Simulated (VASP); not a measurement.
```
TiO2
1.0
    4.59000     0.00000     0.00000
    0.00000     4.59000     0.00000
    0.00000     0.00000     2.96000
Ti O
2 4
Direct
  0.00000   0.00000   0.00000
  0.50000   0.50000   0.50000
  0.30500   0.30500   0.00000
  0.80500   0.19500   0.50000
  0.19500   0.80500   0.50000
  0.69500   0.69500   0.00000
```

Computed with PBE GGA, VASP's PBE PAW potentials (set 64) (plane waves; VASP). Run with 480 eV cut-off, 5×5×8 Γ-centred mesh, Gaussian smearing of 0.050 eV, potentials Ti O.

Energy and stress use the plane-wave basis of the starting cell.

**Question.** The ions, cell shape and volume are relaxed. Give the cell that the relaxation ends in.

**Answer.** 
```
TiO2
1.0
    4.65490     0.00000     0.00000
    0.00000     4.65490     0.00000
    0.00000     0.00000     2.96856
Ti O
2 4
Cartesian
  0.00000   0.00000   0.00000
  2.32745   2.32745   1.48428
  1.41770   1.41770   0.00000
  3.74516   0.90975   1.48428
  0.90975   3.74516   1.48428
  3.23720   3.23720   0.00000
```
Space group P4_2/mnm (136), at a tolerance of 0.03 Å.

**Question.** How do energy and volume change from the first to the last step?

**Answer.** The energy (σ→0) changes by -8.4 meV/atom and the volume by +3.1 %, in 6 ionic steps.

The compound is TiO2 in the rutile structure. This run relaxes it. Symmetry was kept, so distortions that lower it aren't found.
